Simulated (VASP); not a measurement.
Output of a VASP run:

### OSZICAR
```
...
       N       E                     dE             d eps       ncg     rms          rms(c)
DAV:   1    -0.658911334762E+02   -0.23017E+02   -0.34053E+02  1568   0.173E+02    0.391E+01
DAV:   2    -0.438854435130E+02    0.22006E+02   -0.13849E+02  1568   0.104E+02    0.800E+00
DAV:   3    -0.432270144331E+02    0.65843E+00   -0.50160E+00  1580   0.225E+01    0.517E+00
DAV:   4    -0.433639019021E+02   -0.13689E+00   -0.10850E-01  1670   0.246E+00    0.400E+00
DAV:   5    -0.432641080894E+02    0.99794E-01   -0.16004E-01  1616   0.354E+00    0.623E-01
DAV:   6    -0.434300344391E+02   -0.16593E+00   -0.11915E-01  1712   0.288E+00    0.268E-01
DAV:   7    -0.434414248721E+02   -0.11390E-01   -0.41457E-03  1610   0.524E-01    0.238E-01
DAV:   8    -0.434205453820E+02    0.20879E-01   -0.17027E-02  1670   0.109E+00    0.272E-01
DAV:   9    -0.434417013275E+02   -0.21156E-01   -0.11359E-02  1646   0.893E-01    0.304E-02
DAV:  10    -0.434419176850E+02   -0.21636E-03   -0.10002E-04  1664   0.988E-02    0.265E-02
DAV:  11    -0.434420166144E+02   -0.98929E-04   -0.10005E-04  1682   0.874E-02    0.845E-03
DAV:  12    -0.434420534233E+02   -0.36809E-04   -0.24009E-05  1574   0.693E-02    0.447E-03
DAV:  13    -0.434420633438E+02   -0.99205E-05   -0.58327E-06  1586   0.247E-02    0.174E-03
DAV:  14    -0.434420635184E+02   -0.17466E-06   -0.16388E-07   784   0.400E-03
   3 F= -.43442064E+02 E0= -.43440313E+02  d E =-.678643E+00
       N       E                     dE             d eps       ncg     rms          rms(c)
DAV:   1    -0.434590383471E+02   -0.16975E-01   -0.23284E-01  1574   0.493E+00    0.875E-01
DAV:   2    -0.434433523058E+02    0.15686E-01   -0.10061E-01  1586   0.271E+00    0.335E-01
DAV:   3    -0.434428952879E+02    0.45702E-03   -0.36876E-03  1580   0.535E-01    0.127E-01
DAV:   4    -0.434420424560E+02    0.85283E-03   -0.16935E-03  1712   0.287E-01    0.631E-02
DAV:   5    -0.434428604127E+02   -0.81796E-03   -0.20621E-04  1700   0.112E-01    0.364E-02
DAV:   6    -0.434430183833E+02   -0.15797E-03   -0.56188E-05  1742   0.575E-02    0.173E-02
DAV:   7    -0.434430734293E+02   -0.55046E-04   -0.30022E-05  1688   0.461E-02    0.375E-03
DAV:   8    -0.434430738239E+02   -0.39460E-06   -0.11339E-06  1132   0.101E-02
   4 F= -.43443074E+02 E0= -.43441349E+02  d E =-.679654E+00
       N       E                     dE             d eps       ncg     rms          rms(c)
DAV:   1    -0.434495832779E+02   -0.65098E-02   -0.92091E-02  1574   0.313E+00    0.551E-01
DAV:   2    -0.434432736533E+02    0.63096E-02   -0.39301E-02  1586   0.170E+00    0.209E-01
DAV:   3    -0.434431205759E+02    0.15308E-03   -0.13829E-03  1586   0.327E-01    0.815E-02
DAV:   4    -0.434428010706E+02    0.31951E-03   -0.69068E-04  1712   0.185E-01    0.414E-02
DAV:   5    -0.434431294011E+02   -0.32833E-03   -0.97190E-05  1694   0.784E-02    0.221E-02
DAV:   6    -0.434431751663E+02   -0.45765E-04   -0.18734E-05  1742   0.334E-02    0.104E-02
DAV:   7    -0.434431945708E+02   -0.19405E-04   -0.11386E-05  1682   0.287E-02    0.222E-03
DAV:   8    -0.434431945084E+02    0.62440E-07   -0.34008E-07   802   0.611E-03
   5 F= -.43443195E+02 E0= -.43441493E+02  d E =-.679774E+00
       N       E                     dE             d eps       ncg     rms          rms(c)
DAV:   1    -0.434431951130E+02   -0.54217E-06   -0.58331E-07   928   0.827E-03    0.127E-03
DAV:   2    -0.434431953189E+02   -0.20594E-06   -0.34537E-07   784   0.553E-03
   6 F= -.43443195E+02 E0= -.43441494E+02  d E =-.810558E-06
```

### OUTCAR
```
------------------------ aborting loop because EDIFF is reached ----------------------------------------
  FORCE on cell =-STRESS in cart. coord.  units (eV):
  Direction    XX          YY          ZZ          XY          YZ          ZX
  --------------------------------------------------------------------------------------
  Total        0.0192813      0.0192813      0.0192813     -0.0000000      0.0000000      0.0000000
  in kB        0.6608327      0.6608327      0.6608327     -0.0000000      0.0000000      0.0000000
  external PRESSURE =       0.6608327 kB  Pullay stress =       0.0000000 kB
  volume of cell :       46.75
      direct lattice vectors                 reciprocal lattice vectors
    -0.000000000  2.859181343  2.859181343    -0.174875232  0.174875232  0.174875232
     2.859181343 -0.000000000  2.859181343     0.174875232 -0.174875232  0.174875232
     2.859181343  2.859181343 -0.000000000     0.174875232  0.174875232 -0.174875232
 POSITION                                       TOTAL-FORCE (eV/Angst)
 -----------------------------------------------------------------------------------
      4.28877      4.28877      4.28877         0.000000      0.000000      0.000000
      2.85918      2.85918      2.85918        -0.000000     -0.000000     -0.000000
 -----------------------------------------------------------------------------------
    total drift:                                0.000000      0.000000      0.000000
  FREE ENERGIE OF THE ION-ELECTRON SYSTEM (eV)
  ---------------------------------------------------
  free  energy   TOTEN  =       -43.4431953189 eV

  energy  without entropy=      -43.4380920243  energy(sigma->0) =      -43.44149422

 reached required accuracy - stopping structural energy minimisation
```
(Selected blocks of OUTCAR.)

### POSCAR
```
Pd
1
    0.0000000000     2.6629270000     2.6629270000
    2.6629270000     0.0000000000     2.6629270000
    2.6629270000     2.6629270000     0.0000000000
Pd
2
Direct
  0.7500000000   0.7500000000   0.7500000000
  0.5000000000   0.5000000000   0.5000000000
```

### Question
Reconstruct the remaining input files.

### Answer
Several could match; the one computed here: the input of the run itself, r2SCAN meta-GGA, plane waves, VASP's PBE PAW potentials (set 64).

KPOINTS:
```
Automatic mesh
0
Gamma
11 11 11
0 0 0
```

### INCAR
```
! general
SYSTEM  = Pd
PREC    = Accurate
ENCUT   = 400
LREAL   = .False.
LASPH   = .True.

! electronic loop
EDIFF   = 1E-6
NELM    = 100
ALGO    = Normal
LMAXMIX = 4
LMIXTAU = .True.

! smearing
ISMEAR  = 1
SIGMA   = 0.1

! functional
METAGGA = R2SCAN

! ions
IBRION  = 2
NSW     = 60
ISIF    = 3
EDIFFG  = -0.01

! output
LWAVE   = .False.
LCHARG  = .False.
```

POTCAR, in this order: Pd (PBE.64 set). Program: vasp_std.

Energy and stress use the plane-wave basis of the starting cell.

The structure was generated: Pd was put into the diamond type (Fd-3m), which need not be its known phase. This run relaxes it. Symmetry was kept, so distortions that lower it aren't found.
